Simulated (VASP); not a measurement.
OSZICAR of a VASP run on CsZn4P3 (space group P4/mmm):

**OSZICAR**
```
       N       E                     dE             d eps       ncg     rms          rms(c)
DAV:   1     0.415176312545E+03    0.41518E+03   -0.24071E+04  1032   0.133E+03
DAV:   2     0.138305661621E+02   -0.40135E+03   -0.38987E+03  1052   0.328E+02
DAV:   3    -0.301138718967E+02   -0.43944E+02   -0.43551E+02  1176   0.113E+02
DAV:   4    -0.314526136466E+02   -0.13387E+01   -0.13362E+01  1194   0.193E+01
DAV:   5    -0.314707234129E+02   -0.18110E-01   -0.18101E-01  1245   0.234E+00    0.124E+01
DAV:   6    -0.289253649809E+02    0.25454E+01   -0.80782E+00  1385   0.481E+01    0.978E+00
DAV:   7    -0.289757975888E+02   -0.50433E-01   -0.44085E+00  1103   0.110E+01    0.453E+00
DAV:   8    -0.289305307392E+02    0.45267E-01   -0.21006E-01  1335   0.317E+00    0.156E+00
DAV:   9    -0.289252537661E+02    0.52770E-02   -0.49783E-02  1247   0.236E+00    0.319E-01
DAV:  10    -0.289252712070E+02   -0.17441E-04   -0.27538E-03  1224   0.353E-01    0.223E-01
DAV:  11    -0.289252321874E+02    0.39020E-04   -0.84344E-04  1254   0.139E-01    0.678E-02
DAV:  12    -0.289252099404E+02    0.22247E-04   -0.13238E-04  1250   0.862E-02    0.296E-02
DAV:  13    -0.289252111752E+02   -0.12349E-05   -0.24749E-05  1170   0.191E-02    0.100E-02
DAV:  14    -0.289252107814E+02    0.39384E-06   -0.34048E-06   965   0.964E-03
   1 F= -.28925211E+02 E0= -.28909526E+02  d E =-.313696E-01
       N       E                     dE             ncg
       N       E                     dE             ncg
       N       E                     dE             ncg
       N       E                     dE             ncg
       N       E                     dE             ncg
```

Question: Which electronic solver shows in the log?

Answer: It is blocked Davidson (ALGO = Normal, or the opening steps of other solvers). The INCAR had ALGO = Normal.

Question: Can the final energy be trusted as converged?

Answer: The run converged. It stopped with EDIFF = 1E-6, NELM = 100 (LDA (Ceperley-Alder, Perdew-Zunger), plane waves, VASP's LDA PAW potentials (set 64)).

The structure comes from a computed database's CsZn4P3 entry; how it stands against other phases isn't given here. The cell was not relaxed at this level. The k-mesh is coarse (spacing up to 0.40 per Å, 2π included), so the numbers may not be converged in it.
